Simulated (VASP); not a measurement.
Crystal: Fe.

```
CELL_PARAMETERS angstrom
-1.44300 1.44300 1.44300
1.44300 -1.44300 1.44300
1.44300 1.44300 -1.44300
ATOMIC_POSITIONS crystal
Fe 0.00000 0.00000 0.00000
```

```yaml
Program: VASP 6.6.1
Task: relaxation of cell and atoms
Functional: PBE
Potentials_or_basis: VASP PAW PBE potentials, release 64 (Fe)
Cutoff: 600 eV
k_mesh: 18 × 18 × 18
Occupations: methfessel-paxton, width 0.1 eV
Spin: no spin polarisation
```

At the start: pressure -27.0 GPa; volume 12.02 Å³/atom.

**Question.** Where does the relaxation end?

**Answer.** Over 7 steps the energy falls by 150.5 meV/atom and the volume is 10.46 Å³/atom (-13.0 %); space group Im-3m (No. 229, to 0.05 Å).

The path:
```csv
step,energy change (eV),largest force (eV/Å),pressure (GPa),volume (Å³)
1,0.0000,0.0000,-27.02,12.02
2,0.1438,0.0000,67.75,8.83
3,-0.1502,0.0000,-1.44,10.52
4,-0.1504,0.0000,-0.37,10.47
5,-0.1504,0.0000,0.40,10.44
6,-0.1504,0.0000,-0.46,10.48
7,-0.1505,0.0000,0.03,10.46
```

Final structure:
```xyz
1
Lattice="-1.3776 1.3776 1.3776 1.3776 -1.3776 1.3776 1.3776 1.3776 -1.3776" Properties=species:S:1:pos:R:3 pbc="T T T"
Fe    0.0000    0.0000    0.0000
```

Caveat: the volume moved by -13 % from the deposited cell, more than functionals usually miss; the run has no spin polarisation, though such a crystal can be magnetic.
